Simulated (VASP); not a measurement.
Input:

```
Ag
1.0
    0.00000     2.10609     2.10609
    2.10609     0.00000     2.10609
    2.10609     2.10609     0.00000
Ag
1
Direct
  0.00000   0.00000   0.00000
```

Computed with RPBE GGA, VASP's PBE PAW potentials (set 64) (plane waves; VASP). Run with 520 eV cut-off, Gaussian smearing of 0.050 eV, potentials Ag.

Predict the band gap (along the path) with the smallest direct gap where there is one.

```json
{
  "band gap (along the path)": "none (metal, semimetal or under 0.01 eV)"
}
```

Total energies compare only between runs with the same potentials, cut-off and functional.

The compound is Ag in the fcc structure. It was relaxed first, which changed the volume by +9 %.
